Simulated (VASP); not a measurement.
**WS2: single point with r2SCAN+rVV10**

Crystal: WS2.

```
S W
1.0
     3.16995    0.00000    0.00000
    -1.58497    2.74526    0.00000
     0.00000    0.00000   12.49110
S W
4 2
Direct
  0.33333 0.66667 0.12489
  0.33333 0.66667 0.37511
  0.66667 0.33333 0.62489
  0.66667 0.33333 0.87511
  0.66667 0.33333 0.25000
  0.33333 0.66667 0.75000
```

The cell was built by a generator and needn't be a form met in nature.

```
Program                : VASP 6.6.1
Task                   : single point
Functional             : r2SCAN
Dispersion             : rVV10
Potentials or basis    : VASP PAW PBE potentials, release 64 (S, W_sv)
Cutoff                 : 520 eV
k mesh                 : 12 × 12 × 4
Occupations            : gaussian, width 0.01 eV
Spin                   : no spin polarisation
Dipole correction      : no
Further INCAR settings : ALGO = Normal; EDIFF = 1e-06; NBANDS = 35
```

The pressure is 0.4 GPa and the largest force is 0.041 eV/Å. The band gap on the k mesh is 1.15 eV, indirect (least direct gap 1.90 eV).

Forces on the atoms (eV/Å):
```
S    0.000  0.000 -0.041
S    0.000  0.000  0.041
S    0.000  0.000 -0.041
S    0.000  0.000  0.041
W    0.000  0.000  0.000
W    0.000  0.000  0.000
```

Stress tensor (GPa, compression positive):
```
0.46 0.00 0.00
0.00 0.46 0.00
0.00 0.00 0.31
```

Levels at points of the mesh, in eV from the valence-band top:
```csv
k point,band 24,band 25,band 26,band 27,band 28,band 29
"(0.00, 0.00, 0.00)",-1.72,-1.16,0.00,2.44,2.44,2.45
"(0.50, 0.00, 0.00)",-1.98,-1.77,-1.60,2.39,2.43,2.72
"(0.00, 0.00, 0.50)",-2.40,-0.33,-0.33,2.43,2.43,2.43
"(0.50, 0.00, 0.50)",-2.06,-1.67,-1.67,2.40,2.40,2.86
```

Wall time 7.3 min on 1 thread of AMD EPYC 9R45 (Zen 5), with other jobs on the host, peak memory 0.52 GiB.

Caveat: the PAW data sets were made with another functional, which shifts forces and pressure a little; spin-orbit coupling is left out, which moves the levels of the heavy elements. A k mesh can miss the band edges.
